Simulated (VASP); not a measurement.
```xyz
1
Lattice="-1.6478 1.6478 2.5206 1.6478 -1.6478 2.5206 1.6478 1.6478 -2.5206" Properties=species:S:1:pos:R:3 pbc="T T T"
In     0.0000     0.0000     0.0000
```

Calculation: PBE GGA, VASP's PBE PAW potentials (set 64) (plane waves; VASP). Settings: 300 eV cut-off, 14×14×14 Γ-centred mesh, Fermi-Dirac smearing of 0.10 eV, potentials In_d.

Unless said otherwise, spin-orbit coupling is left out, though it shifts the bands of the heavy elements here.

What does the run give for the energy per atom (σ→0), band gap (on the k-mesh) with the smallest direct gap where there is one?

```
Property                                                     Value
------------------------  ----------------------------------------
band gap (on the k-mesh)  none (metal, semimetal or under 0.01 eV)
energy per atom (σ→0)                               -2.561 eV/atom
```

The absolute energy has meaning only against runs of the same code, potentials and settings.

The structure comes from a computed database's In entry; how it stands against other phases isn't given here. The cell was not relaxed at this level.
